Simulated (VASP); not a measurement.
Data:

```
TaGe
1.0
    3.04516     0.00000     0.00000
   -1.52258     2.63719     0.00000
    0.00000     0.00000     4.10708
Ta Ge
1 1
Cartesian
  0.00000   0.00000   0.00000
  1.52258   0.87906   2.05354
```

Computed with PBEsol GGA, VASP's PBE PAW potentials (set 64) (plane waves; VASP). Settings: 400 eV cut-off, Gaussian smearing of 0.050 eV, potentials Ta_pv Ge_d.

Unless said otherwise, spin-orbit coupling is left out, though it shifts the bands of the heavy elements here.

What does the run give for the band gap (along the path) with the smallest direct gap where there is one?

- band gap (along the path) = none (metal, semimetal or under 0.01 eV)

The structure was generated: TaGe was put into the WC type (P-6m2), which need not be its known phase. It was relaxed first, which changed the volume by -15 %. The electron count is odd and the run is not spin-polarised, which forces a metal.
